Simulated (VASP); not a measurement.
```
CELL_PARAMETERS angstrom
      0.00000     1.99104     2.03086
      1.99104     0.00000     2.03086
      1.99104     1.99104     0.00000
ATOMIC_POSITIONS crystal
  Al 0.00000 0.00000 0.00000
```

Calculation: r2SCAN meta-GGA, VASP's PBE PAW potentials (set 64) (plane waves; VASP). Run with 480 eV cut-off, 14×14×14 Γ-centred mesh, first-order Methfessel-Paxton smearing of 0.10 eV, potentials Al.

Problem. Give the stress tensor in GPa (positive for a compressed cell).

Solution. 
```
-1.06   0.00   0.00
 0.00  -1.06   0.00
 0.00   0.00  -2.89
```
The pressure is its mean diagonal, -1.67 GPa.

The compound is Al in the fcc structure. This cell was strained or had an atom moved on purpose.
